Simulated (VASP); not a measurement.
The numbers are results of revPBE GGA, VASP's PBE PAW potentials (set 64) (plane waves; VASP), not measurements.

The input files of a VASP run:

### POSCAR
```
FePt
1.0
  2.7479307162   0.0000000000   0.0000000000
  0.0000000000   2.7479307162   0.0000000000
  0.0000000000   0.0000000000   3.7745732877
Fe Pt
1 1
Cartesian
  0.0000000000   0.0000000000   3.7745732877
  1.3739653581   1.3739653581   1.8872866439
```

**INCAR**
```
ALGO = Normal
EDIFF = 1E-6
EDIFFG = -0.01
ENCUT = 520
GGA = RE
IBRION = 2
ISIF = 3
ISMEAR = 1
ISPIN = 2
LASPH = T
LCHARG = F
LMAXMIX = 6
LORBIT = 10
LREAL = F
LWAVE = F
MAGMOM = 3.0 0.3
NELM = 100
NSW = 60
PREC = Accurate
SIGMA = 0.1
SYSTEM = FePt
```

File KPOINTS:
```
Automatic mesh
0
Gamma
12 12 9
0 0 0
```

POTCAR, in this order: Fe Pt (PBE.64 set). Program: vasp_std.

Output

### OSZICAR
```
       N       E                     dE             d eps       ncg     rms          rms(c)
DAV:   1     0.947398641054E+02    0.94740E+02   -0.87526E+03  8664   0.131E+03
DAV:   2    -0.117740054637E+02   -0.10651E+03   -0.95032E+02  8617   0.255E+02
DAV:   3    -0.152232517378E+02   -0.34492E+01   -0.33320E+01 10339   0.552E+01
DAV:   4    -0.152599916013E+02   -0.36740E-01   -0.36719E-01  9817   0.487E+00
DAV:   5    -0.152609360890E+02   -0.94449E-03   -0.94447E-03 10977   0.890E-01    0.161E+01
DAV:   6    -0.170168489459E+02   -0.17559E+01   -0.17204E+01  9380   0.882E+01    0.270E+01
DAV:   7    -0.140359145961E+02    0.29809E+01   -0.97029E+00 10787   0.812E+01    0.821E+00
DAV:   8    -0.140258354554E+02    0.10079E-01   -0.49352E-01 10024   0.106E+01    0.391E+00
DAV:   9    -0.139534696252E+02    0.72366E-01   -0.10444E-01 12255   0.683E+00    0.169E+00
DAV:  10    -0.139447835195E+02    0.86861E-02   -0.36244E-02 12624   0.381E+00    0.633E-01
DAV:  11    -0.139441314991E+02    0.65202E-03   -0.23617E-03 11530   0.837E-01    0.256E-01
DAV:  12    -0.139441012946E+02    0.30204E-04   -0.24405E-04 10861   0.207E-01    0.580E-02
DAV:  13    -0.139441129552E+02   -0.11661E-04   -0.37565E-05 10415   0.101E-01    0.339E-02
DAV:  14    -0.139441110704E+02    0.18848E-05   -0.56107E-06  9595   0.515E-02    0.141E-02
DAV:  15    -0.139441118085E+02   -0.73810E-06   -0.18147E-06  6537   0.294E-02
   1 F= -.13944112E+02 E0= -.13943814E+02  d E =-.139441E+02  mag=     3.3487
```

File OUTCAR:
```
------------------------ aborting loop because EDIFF is reached ----------------------------------------
  FORCE on cell =-STRESS in cart. coord.  units (eV):
  Direction    XX          YY          ZZ          XY          YZ          ZX
  --------------------------------------------------------------------------------------
  Total       -0.0075505     -0.0075505     -0.0104545      0.0000000     -0.0000000     -0.0000000
  in kB       -0.4244292     -0.4244292     -0.5876692      0.0000000     -0.0000000     -0.0000000
  external PRESSURE =      -0.4788426 kB  Pullay stress =       0.0000000 kB
  volume of cell :       28.50
      direct lattice vectors                 reciprocal lattice vectors
     2.747930716  0.000000000  0.000000000     0.363910194  0.000000000  0.000000000
     0.000000000  2.747930716  0.000000000     0.000000000  0.363910194  0.000000000
     0.000000000  0.000000000  3.774573288     0.000000000  0.000000000  0.264930609
 POSITION                                       TOTAL-FORCE (eV/Angst)
 -----------------------------------------------------------------------------------
      0.00000      0.00000      0.00000         0.000000      0.000000      0.000000
      1.37397      1.37397      1.88729         0.000000      0.000000      0.000000
 -----------------------------------------------------------------------------------
    total drift:                                0.000000      0.000000      0.000000
  FREE ENERGIE OF THE ION-ELECTRON SYSTEM (eV)
  ---------------------------------------------------
  free  energy   TOTEN  =       -13.9441118085 eV

  energy  without entropy=      -13.9432193816  energy(sigma->0) =      -13.94381433

 total charge

# of ion       s       p       d       tot
------------------------------------------
    1        0.398   0.426   6.085   6.909
    2        0.700   0.631   8.042   9.373
--------------------------------------------------
tot          1.098   1.057  14.127  16.282

 magnetization (x)

# of ion       s       p       d       tot
------------------------------------------
    1        0.005  -0.010   3.007   3.002
    2       -0.026  -0.068   0.427   0.333
--------------------------------------------------
tot         -0.021  -0.077   3.433   3.335

 reached required accuracy - stopping structural energy minimisation
```
(Selected blocks of OUTCAR.)

The compound is FePt in the L1_0 structure. It was relaxed first. The start is the result of an earlier pass.
